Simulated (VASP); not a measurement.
GaAs:

```
Ga As
1.0
     0.00000    2.81237    2.81237
     2.81237    0.00000    2.81237
     2.81237    2.81237    0.00000
Ga As
1 1
Direct
  0.00000 0.00000 0.00000
  0.25000 0.25000 0.25000
```

The cell was built by a generator and isn't the measured one.

Base run:

```yaml
Program: VASP 6.6.1
Functional: PBE
Potentials_or_basis: VASP PAW PBE potentials, release 64 (Ga_d, As)
Cutoff: 520 eV
k_mesh: 8 × 8 × 8
Occupations: gaussian, width 0.02 eV
Spin: non-collinear spin, zero start, spin-orbit coupling
Starting_moments: "[[0.0, 0.0, 0.0], [0.0, 0.0, 0.0]] μB"
```

Its results: pressure 4.7 GPa; net moment 0.00 μB per cell.

Q: The run is repeated on the same cell with these changes: functional from PBE to LDA; potentials or basis from VASP PAW PBE potentials, release 64 (Ga_d, As) to VASP PAW LDA potentials, release 64 (Ga_d, As). What comes out?

A: Pressure -0.5 GPa; net moment 0.00 μB per cell.
